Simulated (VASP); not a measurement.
An input for Ansatz (written as the equivalent of a VASP run, and not itself run):

Ansatz 0.2 input:
```yaml
crystal:
  lattice:
    - [0.0000000, 3.3370850, 3.3370850]
    - [3.3370850, 0.0000000, 3.3370850]
    - [3.3370850, 3.3370850, 0.0000000]
  atoms:
    - { symbol: Ta, position: [0.0000000, 0.0000000, 0.0000000] }
    - { symbol: As, position: [0.2500000, 0.2500000, 0.2500000] }
kpoints:
  mp_grid: { grid: [9, 9, 9] }
hamiltonian:
  xc: pbesol
  pseudopotentials: { kind: paw }
scf:
  occupations: { method: methfessel_paxton, width: 0.1 }
  max_iter: 100
relax:
  max_steps: 60
  f_tol: 0.01
  cell: {}
output: { forces: true, stress: true, eigenvalues: true }
```

Task: Translate this input to VASP (INCAR, KPOINTS, POSCAR, choice of POTCAR).

Result: One answer among several that fit: 
**KPOINTS**
```
Automatic
0
gamma
 9 9 9
```

### POSCAR
```
TaAs
1
    0.0000000000     3.3370850000     3.3370850000
    3.3370850000     0.0000000000     3.3370850000
    3.3370850000     3.3370850000     0.0000000000
Ta As
1 1
Direct
  0.0000000000   0.0000000000   0.0000000000
  0.2500000000   0.2500000000   0.2500000000
```

### INCAR
```
ALGO = Normal
EDIFF = 1E-6
EDIFFG = -0.01
ENCUT = 400
GGA = PS
IBRION = 2
ISIF = 3
ISMEAR = 1
LASPH = T
LCHARG = F
LMAXMIX = 6
LREAL = F
LWAVE = F
NELM = 100
NSW = 60
PREC = Accurate
SIGMA = 0.1
SYSTEM = TaAs
```

POTCAR, in this order: Ta_pv As (PBE.64 set). Program: vasp_std.

Limits of the translation: each code has its own PAW files, so the cut-off isn't converted (ENCUT is set for VASP's; basis.ecutwfc is left out, and Ansatz then takes the one that its files recommend); Ansatz stops its SCF on the density residual and VASP on the energy change (EDIFF).

The structure was generated: TaAs was put into the zinc blende type (F-43m), which need not be its known phase. This run relaxes it. Symmetry was kept, so distortions that lower it aren't found.
